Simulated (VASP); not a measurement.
Input of a VASP 6.6.1 run:

File INCAR:

```
  PREC = Accurate
  ENCUT = 520
  EDIFF = 1E-7
  ISMEAR = 0
  SIGMA = 0.1
  LREAL = F
  LASPH = T
  NELM = 120
  ALGO = Normal
  ISIF = 3
  LWAVE = F
  LCHARG = F
  GGA = PE
  IBRION = 2
  NSW = 60
  EDIFFG = -0.005
  POTIM = 0.3
  KPAR = 4
```

File KPOINTS:

```
regular mesh
0
Gamma
  6 6 6
```

The input POSCAR:

```
Al3BiO3                                 
1.0
    5.1559684586      0.0000000000     -0.0000000000
   -2.5779842293      4.4651996672      0.0000000000
   -0.0000000000     -0.0000000000      6.3286478171
  Al              Bi              O             
     3     1     3
Direct
     0.6831614740735010    0.0000000000000000    0.7210272673470040
     0.0000000000000194    0.6831614740735398    0.7210272673470040
     0.3168385259264798    0.3168385259264603    0.7210272673470040
     0.0000000000000000    0.0000000000000000    0.0802217748088467
     0.3536719618621749    0.0000000000000000    0.6200380543833772
     0.9999999999999963    0.3536719618621676    0.6200380543833772
     0.6463280381378289    0.6463280381378325    0.6200380543833772
```

Potentials or basis: VASP PAW PBE potentials, release 64 (Al, Bi_d, O).

Run with:

```console
$ cat potpaw_PBE.64/Al/POTCAR potpaw_PBE.64/Bi_d/POTCAR potpaw_PBE.64/O/POTCAR > POTCAR
$ mpirun -np 4 vasp_std > vasp.out
```

Task: Estimate the relaxed volume.

Result: 21.84 Å³/atom.

Task: Predict the band gap on the k mesh.

Result: 0.72 eV, direct.

Final structure:
```
Al Bi O
1.0
     5.15203    0.00000    0.00000
    -2.57601    4.46179    0.00000
     0.00000    0.00000    6.65024
Al Bi O
3 1 3
Cartesian
  3.5187 0.0000 4.7984
  -1.7594 3.0473 4.7984
  0.8167 1.4145 4.7984
  0.0000 0.0000 0.4276
  1.8200 0.0000 4.1553
  4.2420 1.5762 4.1553
  1.6660 2.8856 4.1553
```

Caveat: spin-orbit coupling is left out, which as a rule narrows the gap of such compounds by several tenths of an eV. As with any semilocal functional, this PBE gap is likely too small.
